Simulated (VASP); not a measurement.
Set up this calculation in VASP 6.6.1, as the native input.

```
Task                               : single point
Functional                         : HSE(alpha, omega)
Potentials or basis                : VASP PAW PBE potentials, release 64 (Ga_d, B)
Cutoff                             : 520 eV
k mesh                             : 5 × 5 × 4
Occupations                        : fermi-dirac, width 0.05 eV
Spin                               : no spin polarisation
Share of exact exchange            : 0.4
Grid for exact exchange (PRECFOCK) : Fast
Further INCAR settings             : ALGO = Normal; EDIFF = 1e-06; NBANDS = 15
```

Crystal: GaB.

```xyz
2
Lattice="2.7182 0.0000 0.0000 0.0000 2.7182 0.0000 0.0000 0.0000 3.2362" Properties=species:S:1:pos:R:3 pbc="T T T"
Ga    1.3591    1.3591    1.6181
B     0.0000    0.0000    0.0000
```

The cell was built by a generator and needn't be a form met in nature.

These files were run (other wordings do the same):

POSCAR

```
GaB
1.0
    2.7182400000      0.0000000000      0.0000000000
    0.0000000000      2.7182400000      0.0000000000
    0.0000000000      0.0000000000      3.2362100000
Ga B
1 1
Direct
    0.5000000000      0.5000000000      0.5000000000
    0.0000000000      0.0000000000      0.0000000000
```

INCAR.step1

```
ALGO     = Normal         # electronic algorithm
EDIFF    = 1E-5           # SCF threshold, eV
ENCUT    = 520            # plane-wave cutoff, eV
GGA      = PE             # functional
ISIF     = 2              # what is computed and relaxed
ISMEAR   = -1             # smearing method
LASPH    = T              # aspherical terms in the spheres
LCHARG   = F              # write CHGCAR
LREAL    = F              # projectors in reciprocal space
LWAVE    = T              # write WAVECAR
NBANDS   = 15             # bands
NELM     = 80             # most SCF steps
PREC     = Accurate       # precision mode
SIGMA    = 0.05           # smearing width, eV
```

INCAR.step2

```
AEXX     = 0.4            # exact-exchange fraction
ALGO     = Normal         # electronic algorithm
EDIFF    = 1E-6           # SCF threshold, eV
ENCUT    = 520            # plane-wave cutoff, eV
GGA      = PE             # functional
HFSCREEN = 0.2            # screening, 1/A
ISIF     = 2              # what is computed and relaxed
ISMEAR   = -1             # smearing method
ISTART   = 1            
LASPH    = T              # aspherical terms in the spheres
LCHARG   = F              # write CHGCAR
LHFCALC  = T              # exact exchange
LREAL    = F              # projectors in reciprocal space
LWAVE    = F              # write WAVECAR
NBANDS   = 15             # bands
NELM     = 80             # most SCF steps
PREC     = Accurate       # precision mode
PRECFOCK = Fast         
SIGMA    = 0.05           # smearing width, eV
```

KPOINTS

```
k-points
0
Gamma
  5 5 4
```

Potentials or basis: VASP PAW PBE potentials, release 64 (Ga_d, B).

The run is started by

```console
$ cat potpaw_PBE.64/Ga_d/POTCAR potpaw_PBE.64/B/POTCAR > POTCAR
$ cp INCAR.step1 INCAR
$ mpirun -np 1 vasp_std > vasp.out
$ cp INCAR.step2 INCAR
$ mpirun -np 1 vasp_std > vasp.out
```

It gave:

| Quantity | Value |
| --- | --- |
| Pressure | -5.0 GPa |
| Band gap on the k mesh | none (metal or under the smearing width) |

Caveat: the k mesh is coarse (spacing up to 0.49 Å⁻¹), so the values aren't converged, least of all with exact exchange; the PAW data sets were made with another functional, which shifts forces and pressure a little.

Run time: 3.2 min on 1 thread of AMD EPYC 9R45 (Zen 5), with other jobs on the host, peak memory 0.2 GiB.
